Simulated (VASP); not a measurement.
A run of VASP 6.6.1 is set up as follows.

INCAR

```
SYSTEM = Ni2HgP2
PREC = Accurate
ENCUT = 520
EDIFF = 1E-7
ISMEAR = -1
SIGMA = 0.1
LREAL = .FALSE.
LASPH = .TRUE.
NELM = 100
ALGO = Normal
ISIF = 2
LWAVE = .FALSE.
LCHARG = .FALSE.
GGA = PE
NBANDS = 29
```

The input KPOINTS:

```
regular mesh
0
G
  5 5 5
  0 0 0
```

File POSCAR:

```
Ni2HgP2
1.0
    0.0000000000      4.0750114338      0.0000000000
    4.0750114338      0.0000000000      0.0000000000
    2.0375057169      2.0375057169     -4.4307008278
P Hg Ni
2 1 2
Direct
    0.3707069270      0.3707069270      0.2585861461
    0.6292930730      0.6292930730      0.7414138539
    0.0000000000      0.0000000000      0.0000000000
    0.7500000000      0.2500000000      0.5000000000
    0.2500000000      0.7500000000      0.5000000000
```

Potentials or basis: VASP PAW PBE potentials, release 64 (P, Hg, Ni).

Command:

```sh
$ cat potpaw_PBE.64/P/POTCAR potpaw_PBE.64/Hg/POTCAR potpaw_PBE.64/Ni/POTCAR > POTCAR
$ mpirun -np 1 vasp_std > vasp.out
```

Task: Estimate the pressure.

Result: 0.2 GPa.

Task: Predict the largest force.

Result: 0.037 eV/Å.

Stress tensor (GPa, compression positive):
```
0.30 0.00 0.00
0.00 0.30 0.00
0.00 0.00 0.13
```

The run has no spin-orbit coupling, so splittings on Hg are missing. Spin polarisation is off, so any magnetic state and its effect on volume and gap are missing.
